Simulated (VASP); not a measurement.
VASP input:

### INCAR
```
! general
SYSTEM  = AuAl2
PREC    = Accurate
ENCUT   = 520   ! plane-wave cut-off (eV)
LREAL   = .False.   ! projection in real space or not
LASPH   = .True.

! electronic loop
EDIFF   = 1E-7
NELM    = 100
ALGO    = Normal
LMAXMIX = 6   ! l cut-off of mixed one-centre charges

! smearing
ISMEAR  = -5   ! tetrahedra, Bloechl

! functional
GGA     = RE

! ions
ISIF    = 2

! output
LWAVE   = .False.
LCHARG  = .True.
LORBIT  = 11
NEDOS   = 601   ! DOS grid

! other
LEFG    = .True.
```

### POSCAR
```
AuAl2
4.3019210
  0.0000000000   0.7071067443   0.7071067443
  0.7071067443   0.0000000000   0.7071067443
  0.7071067443   0.7071067443   0.0000000000
Al Au
2 1
Cartesian
  0.3535533721   0.3535533721   0.3535533721
  1.0606601164   1.0606601164   1.0606601164
  0.0000000000   0.0000000000   0.0000000000
```

**KPOINTS**
```
Regular mesh
0
gamma
  10 10 10
0 0 0
```

POTCAR, in this order: Al Au (PBE.64 set). Program: vasp_std.

Task: Translate this revPBE calculation to Quantum ESPRESSO's pw.x.

Result: One equivalent input (not run):
```
&CONTROL
  calculation = 'scf'
  pseudo_dir = './pseudo'
  outdir = './out'
  tprnfor = .true.
  tstress = .true.
/
&SYSTEM
  ibrav = 0
  nat = 3
  ntyp = 2
  ecutwfc = 76
  occupations = 'tetrahedra'
  input_dft = 'revpbe'
/
&ELECTRONS
  conv_thr = 7.3e-09
  electron_maxstep = 100
/
ATOMIC_SPECIES
  Al 26.982 Al.upf
  Au 196.967 Au.upf
CELL_PARAMETERS angstrom
     0.0000000    3.0419174    3.0419174
     3.0419174    0.0000000    3.0419174
     3.0419174    3.0419174    0.0000000
ATOMIC_POSITIONS crystal
  Al   0.2500000  0.2500000  0.2500000
  Al   0.7500000  0.7500000  0.7500000
  Au   0.0000000  0.0000000  0.0000000
K_POINTS automatic
  10 10 10 0 0 0
```
The two are equivalent in intent, not identical: the potentials are each code's own (VASP's PAW set, PseudoDojo norm-conserving files in pw.x), so ENCUT and ecutwfc are chosen apart and not converted; conv_thr bounds pw.x's estimated SCF error, while EDIFF bounds the energy change between steps; the field gradients of LEFG aren't asked of the other code.

The compound is AuAl2 in the fluorite structure. It was relaxed first.
